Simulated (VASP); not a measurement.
These are PBEsol GGA, VASP's PBE PAW potentials (set 64) (plane waves; VASP) values and carry that method's errors.

A VASP calculation is set up with these files.

**KPOINTS**
```
Automatic
0
G
 8 8 5
0 0 0
```

**POSCAR**
```
TaSi2
1
    4.7206090000     0.0000000000     0.0000000000
   -2.3603040000     4.0881670000     0.0000000000
    0.0000000000     0.0000000000     6.7895040000
Ta Si
3 6
Direct
  0.5000000000   0.0000000000   0.0000000000
  0.5000000000   0.5000000000   0.3333330000
  0.0000000000   0.5000000000   0.6666670000
  0.1655900000   0.3311800000   0.0000000000
  0.8344100000   0.1655900000   0.3333330000
  0.6688200000   0.8344100000   0.6666670000
  0.8344100000   0.6688200000   0.0000000000
  0.1655900000   0.8344100000   0.3333330000
  0.3311800000   0.1655900000   0.6666670000
```

### INCAR
```
# general
SYSTEM =TaSi2
PREC   =Accurate
ENCUT  =400
LREAL  =.False.
LASPH  =.True.

# electronic loop
EDIFF  =1E-6
NELM   =100
ALGO   =Normal
LMAXMIX=6

# smearing
ISMEAR =1
SIGMA  =0.1

# functional
GGA    =PS

# ions
IBRION =2
NSW    =60
ISIF   =3
EDIFFG =-0.01

# output
LWAVE  =.False.
LCHARG =.False.
```

POTCAR, in this order: Ta_pv Si (PBE.64 set). Program: vasp_std.

Output

### OSZICAR
```
...
DAV:   4    -0.793696868131E+02   -0.35701E+00   -0.35286E+00  2552   0.902E+00
DAV:   5    -0.793763385568E+02   -0.66517E-02   -0.66386E-02  2606   0.120E+00    0.318E+01
DAV:   6    -0.773735042307E+02    0.20028E+01   -0.86058E+00  2536   0.139E+01    0.146E+01
DAV:   7    -0.771098325098E+02    0.26367E+00   -0.50445E-01  2550   0.378E+00    0.424E+00
DAV:   8    -0.770824228026E+02    0.27410E-01   -0.49861E-02  2528   0.110E+00    0.454E-01
DAV:   9    -0.770817056420E+02    0.71716E-03   -0.29379E-03  2576   0.307E-01    0.242E-01
DAV:  10    -0.770815926469E+02    0.11300E-03   -0.43188E-04  2568   0.130E-01    0.578E-02
DAV:  11    -0.770815825487E+02    0.10098E-04   -0.36038E-05  2590   0.313E-02    0.124E-02
DAV:  12    -0.770815807474E+02    0.18013E-05   -0.29019E-06  2056   0.934E-03    0.404E-03
DAV:  13    -0.770815799025E+02    0.84497E-06   -0.36347E-07  1636   0.330E-03
   1 F= -.77081580E+02 E0= -.77081846E+02  d E =-.770816E+02
       N       E                     dE             d eps       ncg     rms          rms(c)
DAV:   1    -0.782066588138E+02   -0.11251E+01   -0.45316E+01  2202   0.432E+01    0.797E+00
DAV:   2    -0.774567623797E+02    0.74990E+00   -0.19240E+00  2522   0.863E+00    0.319E+00
DAV:   3    -0.772351907210E+02    0.22157E+00   -0.44607E-01  2688   0.378E+00    0.952E-01
DAV:   4    -0.772247074630E+02    0.10483E-01   -0.59968E-02  2526   0.110E+00    0.485E-01
DAV:   5    -0.772238058519E+02    0.90161E-03   -0.13755E-02  2508   0.634E-01    0.333E-01
DAV:   6    -0.772236388164E+02    0.16704E-03   -0.23675E-03  2492   0.224E-01    0.283E-02
DAV:   7    -0.772236324912E+02    0.63253E-05   -0.69622E-05  2586   0.487E-02    0.179E-02
DAV:   8    -0.772236308675E+02    0.16236E-05   -0.14755E-05  2320   0.154E-02    0.307E-03
DAV:   9    -0.772236306107E+02    0.25687E-06   -0.12628E-06  1654   0.560E-03
   2 F= -.77223631E+02 E0= -.77224455E+02  d E =-.142051E+00
       N       E                     dE             d eps       ncg     rms          rms(c)
DAV:   1    -0.774196243226E+02   -0.19599E+00   -0.55172E+00  2226   0.156E+01    0.279E+00
DAV:   2    -0.773207038625E+02    0.98920E-01   -0.25817E-01  2526   0.321E+00    0.109E+00
DAV:   3    -0.772958828105E+02    0.24821E-01   -0.52696E-02  2720   0.136E+00    0.321E-01
DAV:   4    -0.772944494299E+02    0.14334E-02   -0.70901E-03  2552   0.391E-01    0.163E-01
DAV:   5    -0.772943647552E+02    0.84675E-04   -0.15017E-03  2502   0.204E-01    0.107E-01
DAV:   6    -0.772943283193E+02    0.36436E-04   -0.37266E-04  2468   0.845E-02    0.120E-02
DAV:   7    -0.772943263306E+02    0.19888E-05   -0.15108E-05  2316   0.215E-02    0.595E-03
DAV:   8    -0.772943262219E+02    0.10863E-06   -0.16693E-06  1744   0.603E-03
   3 F= -.77294326E+02 E0= -.77295085E+02  d E =-.212746E+00
       N       E                     dE             d eps       ncg     rms          rms(c)
DAV:   1    -0.775281757121E+02   -0.23385E+00   -0.88478E+00  2234   0.201E+01    0.362E+00
DAV:   2    -0.773826332880E+02    0.14554E+00   -0.48119E-01  2508   0.427E+00    0.141E+00
DAV:   3    -0.773483718833E+02    0.34261E-01   -0.72444E-02  2568   0.162E+00    0.364E-01
DAV:   4    -0.773456947304E+02    0.26772E-02   -0.94680E-03  2672   0.450E-01    0.179E-01
DAV:   5    -0.773456121515E+02    0.82579E-04   -0.18335E-03  2582   0.239E-01    0.117E-01
DAV:   6    -0.773455694345E+02    0.42717E-04   -0.35956E-04  2502   0.881E-02    0.116E-02
DAV:   7    -0.773455700362E+02   -0.60171E-06   -0.13738E-05  2384   0.172E-02    0.760E-03
DAV:   8    -0.773455698698E+02    0.16648E-06   -0.19623E-06  1648   0.650E-03
   4 F= -.77345570E+02 E0= -.77346369E+02  d E =-.512436E-01
       N       E                     dE             d eps       ncg     rms          rms(c)
DAV:   1    -0.773613916634E+02   -0.15822E-01   -0.50509E-01  2236   0.474E+00    0.862E-01
DAV:   2    -0.773532969287E+02    0.80947E-02   -0.26447E-02  2474   0.102E+00    0.335E-01
DAV:   3    -0.773512793163E+02    0.20176E-02   -0.41962E-03  2592   0.401E-01    0.863E-02
DAV:   4    -0.773511365298E+02    0.14279E-03   -0.56672E-04  2656   0.109E-01    0.427E-02
DAV:   5    -0.773511348399E+02    0.16899E-05   -0.11069E-04  2534   0.586E-02    0.291E-02
DAV:   6    -0.773511344101E+02    0.42973E-06   -0.20356E-05  2246   0.207E-02    0.282E-03
DAV:   7    -0.773511345651E+02   -0.15493E-06   -0.80011E-07  1598   0.493E-03
   5 F= -.77351135E+02 E0= -.77351959E+02  d E =-.568083E-01
       N       E                     dE             d eps       ncg     rms          rms(c)
DAV:   1    -0.773774915056E+02   -0.26357E-01   -0.10506E+00  2268   0.536E+00    0.655E-01
DAV:   2    -0.773687900468E+02    0.87015E-02   -0.34079E-02  2536   0.108E+00    0.326E-01
DAV:   3    -0.773649696561E+02    0.38204E-02   -0.91306E-03  2540   0.505E-01    0.114E-01
DAV:   4    -0.773649764116E+02   -0.67555E-05   -0.93053E-04  2576   0.158E-01    0.744E-02
DAV:   5    -0.773649756162E+02    0.79540E-06   -0.64607E-05  2572   0.399E-02    0.353E-02
DAV:   6    -0.773649733065E+02    0.23096E-05   -0.14554E-05  2286   0.208E-02    0.327E-03
DAV:   7    -0.773649732685E+02    0.38037E-07   -0.13176E-06  1516   0.580E-03
   6 F= -.77364973E+02 E0= -.77365589E+02  d E =-.138387E-01
       N       E                     dE             d eps       ncg     rms          rms(c)
DAV:   1    -0.773650645498E+02   -0.91243E-04   -0.34588E-03  2274   0.309E-01    0.377E-02
DAV:   2    -0.773650367282E+02    0.27822E-04   -0.11192E-04  2542   0.617E-02    0.187E-02
DAV:   3    -0.773650246401E+02    0.12088E-04   -0.30365E-05  2542   0.288E-02    0.638E-03
DAV:   4    -0.773650247168E+02   -0.76627E-07   -0.28682E-06  1904   0.894E-03
   7 F= -.77365025E+02 E0= -.77365653E+02  d E =-.138902E-01
       N       E                     dE             d eps       ncg     rms          rms(c)
DAV:   1    -0.773701195774E+02   -0.50949E-02   -0.17882E-01  2298   0.331E+00    0.661E-01
DAV:   2    -0.773657189494E+02    0.44006E-02   -0.14844E-02  2304   0.751E-01    0.229E-01
DAV:   3    -0.773650687640E+02    0.65019E-03   -0.15587E-03  2702   0.257E-01    0.592E-02
DAV:   4    -0.773649801653E+02    0.88599E-04   -0.27071E-04  2494   0.757E-02    0.232E-02
DAV:   5    -0.773649773861E+02    0.27792E-05   -0.38786E-05  2506   0.377E-02    0.194E-02
DAV:   6    -0.773649798433E+02   -0.24573E-05   -0.70327E-06  2246   0.120E-02    0.242E-03
DAV:   7    -0.773649799981E+02   -0.15474E-06   -0.24785E-07  1348   0.336E-03
   8 F= -.77364980E+02 E0= -.77365591E+02  d E =0.447187E-04
       N       E                     dE             d eps       ncg     rms          rms(c)
DAV:   1    -0.773668990456E+02   -0.19192E-02   -0.46382E-02  2302   0.169E+00    0.337E-01
DAV:   2    -0.773657458150E+02    0.11532E-02   -0.39178E-03  2302   0.383E-01    0.116E-01
DAV:   3    -0.773655768330E+02    0.16898E-03   -0.39611E-04  2700   0.129E-01    0.302E-02
DAV:   4    -0.773655509652E+02    0.25868E-04   -0.69149E-05  2486   0.387E-02    0.118E-02
DAV:   5    -0.773655482061E+02    0.27591E-05   -0.93909E-06  2502   0.186E-02    0.968E-03
DAV:   6    -0.773655469973E+02    0.12088E-05   -0.15945E-06  1536   0.600E-03    0.102E-03
DAV:   7    -0.773655469404E+02    0.56914E-07   -0.14176E-07  1178   0.221E-03
   9 F= -.77365547E+02 E0= -.77366167E+02  d E =-.522224E-03
       N       E                     dE             d eps       ncg     rms          rms(c)
DAV:   1    -0.773657248048E+02   -0.17781E-03   -0.60368E-03  2234   0.461E-01    0.720E-02
DAV:   2    -0.773656345064E+02    0.90298E-04   -0.21673E-04  2582   0.925E-02    0.320E-02
DAV:   3    -0.773656054283E+02    0.29078E-04   -0.62145E-05  2592   0.437E-02    0.101E-02
DAV:   4    -0.773656047772E+02    0.65112E-06   -0.54646E-06  2336   0.116E-02
  10 F= -.77365605E+02 E0= -.77366227E+02  d E =-.578368E-04
```

OUTCAR:
```
------------------------ aborting loop because EDIFF is reached ----------------------------------------
  FORCE on cell =-STRESS in cart. coord.  units (eV):
  Direction    XX          YY          ZZ          XY          YZ          ZX
  --------------------------------------------------------------------------------------
  Total        0.0043885      0.0043885      0.0389357      0.0000000      0.0000000      0.0000000
  in kB        0.0545631      0.0545631      0.4840935      0.0000000      0.0000000      0.0000000
  external PRESSURE =       0.1977399 kB  Pullay stress =       0.0000000 kB
  volume of cell :      128.86
      direct lattice vectors                 reciprocal lattice vectors
     4.764912353  0.000000005  0.000000000     0.209867449  0.121167012  0.000000000
    -2.382455667  4.126534818  0.000000000    -0.000000000  0.242334075 -0.000000000
    -0.000000000  0.000000000  6.553732734    -0.000000000 -0.000000000  0.152584800
 POSITION                                       TOTAL-FORCE (eV/Angst)
 -----------------------------------------------------------------------------------
      2.38246      0.00000      6.55373         0.000000      0.000000      0.000000
      1.19123      2.06327      2.18458         0.000000      0.000000      0.000000
     -1.19123      2.06327      4.36916         0.000000      0.000000      0.000000
      0.00000      1.31416      6.55373        -0.000000     -0.004748      0.000000
      3.62682      0.65708      2.18458         0.004112     -0.002374     -0.000000
      1.24436      3.46945      4.36916         0.004112      0.002374      0.000000
      2.38246      2.81237      6.55373         0.000000      0.004748      0.000000
     -1.24436      3.46945      2.18458        -0.004112      0.002374     -0.000000
      1.13810      0.65708      4.36916        -0.004112     -0.002374     -0.000000
 -----------------------------------------------------------------------------------
    total drift:                               -0.000000      0.000000      0.000888
  FREE ENERGIE OF THE ION-ELECTRON SYSTEM (eV)
  ---------------------------------------------------
  free  energy   TOTEN  =       -77.3656047772 eV

  energy  without entropy=      -77.3674705995  energy(sigma->0) =      -77.36622672

 reached required accuracy - stopping structural energy minimisation
```
(Selected blocks of OUTCAR.)

CONTCAR:
```
TaSi2
   1.00000000000000
     4.7649123530158217    0.0000000053563514    0.0000000000000000
    -2.3824556671766293    4.1265348176959291    0.0000000000000000
    -0.0000000000000000    0.0000000000000000    6.5537327339902651
  Ta              Si
     3     6
Direct
     0.5000000000000000    0.0000000000000000    1.0000000000000000
     0.5000000000000000    0.5000000000000000    0.3333330000000032
     0.0000000000000000    0.5000000000000000    0.6666669999999968
     0.1592329717857514    0.3184659435748078    1.0000000000000000
     0.8407670282144012    0.1592329717890564    0.3333330000000032
     0.6815340564286499    0.8407670282142486    0.6666669999999968
     0.8407670282142486    0.6815340564251923    1.0000000000000000
     0.1592329717855988    0.8407670282109434    0.3333330000000032
     0.3184659435713502    0.1592329717857514    0.6666669999999968
```

The structure was generated: TaSi2 was put into the CrSi2 type (P6_222), which need not be its known phase. This run relaxes it. Symmetry was kept, so distortions that lower it aren't found. The electron count is odd and the run is not spin-polarised, which forces a metal.
